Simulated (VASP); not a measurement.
Input:

```xyz
1
Lattice="0.0000 2.0506 2.0506 2.0506 0.0000 2.0506 2.0506 2.0506 0.0000" Properties=species:S:1:pos:R:3 pbc="T T T"
Ag     0.0000     0.0000     0.0000
```

The numbers are results of r2SCAN meta-GGA with spin-orbit coupling, VASP's PBE PAW potentials (set 64) (plane waves; VASP), not measurements. Settings: 400 eV cut-off, 14×14×14 Γ-centred mesh, Gaussian smearing of 0.050 eV, potentials Ag.

Estimate the energy per atom (σ→0), band gap (over mesh and band path) with the smallest direct gap where there is one.

```json
{
  "band gap (over mesh and band path)": "none (metal, semimetal or under 0.01 eV)",
  "energy per atom (σ→0)": "-21.382 eV/atom"
}
```

Only differences to runs with the same potentials and settings are physical.

The compound is Ag in the fcc structure. It was relaxed first.
